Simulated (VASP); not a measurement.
Method: PBEsol GGA, VASP's PBE PAW potentials (set 64) (plane waves; VASP).

VASP ran on this input.

**KPOINTS**
```
Automatic mesh
0
Gamma
10 10 3
0 0 0
```

**POSCAR**
```
WSe2
1.0
  3.2742127947   0.0000000000   0.0000000000
 -1.6371063973   2.8355511350   0.0000000000
  0.0000000000   0.0000000000  13.2137673921
W Se
2 4
Cart
  1.6371080345   0.9451827665   9.9103255441
 -0.0000016371   1.8903683685   3.3034418480
  1.6371080345   0.9451827665   5.0080178416
 -0.0000016371   1.8903683685  11.6149015377
 -0.0000016371   1.8903683685   8.2057495505
  1.6371080345   0.9451827665   1.5988658544
```

**INCAR**
```
NELM = 100   # most electronic steps
GGA = PS
PREC = Normal
NSW = 20   # most ionic steps
EDIFFG = -0.03   # ionic stop
IBRION = 2   # conjugate gradients
LASPH = .TRUE.
LCHARG = .FALSE.
LWAVE = .FALSE.
ISIF = 2
ISMEAR = 0   # Gaussian
SIGMA = 0.05
NELMIN = 4
EDIFF = 1E-5   # SCF stop (eV)
SYSTEM = WSe2
ENCUT = 400   # plane-wave cut-off (eV)
LREAL = .FALSE.   # projection in real space or not
LMAXMIX = 6   # l cut-off of mixed one-centre charges
ALGO = Fast   # Davidson, then RMM-DIIS
```

POTCAR, in this order: W_sv Se (PBE.64 set). Program: vasp_std.

Without a dispersion term in the relaxation, distances and binding between the weakly bound layers, chains or molecules are unreliable, and so is what depends on them.

What does the run give for the energy per atom (σ→0)?

| Property | Result |
|---|---|
| energy per atom (σ→0) | -748.6 kJ/mol-atom |

### OSZICAR
```
...
RMM:   6    -0.465488681680E+02   -0.15465E-05   -0.82228E-05  1539   0.371E-02
   2 F= -.46548868E+02 E0= -.46548868E+02  d E =-.269689E-01
       N       E                     dE             d eps       ncg     rms          rms(c)
DAV:   1    -0.465494210112E+02   -0.55439E-03   -0.77912E-02  2100   0.106E+00    0.231E-01
RMM:   2    -0.465496596979E+02   -0.23869E-03   -0.32564E-03  1707   0.233E-01    0.104E-01
RMM:   3    -0.465496988657E+02   -0.39168E-04   -0.40605E-04  1630   0.908E-02    0.521E-02
RMM:   4    -0.465497065042E+02   -0.76385E-05   -0.64037E-05  1467   0.383E-02
   3 F= -.46549707E+02 E0= -.46549707E+02  d E =-.278072E-01
```

The compound is WSe2 in the 2H layered structure. This run relaxes the ions in a fixed cell. Symmetry was kept, so distortions that lower it aren't found.
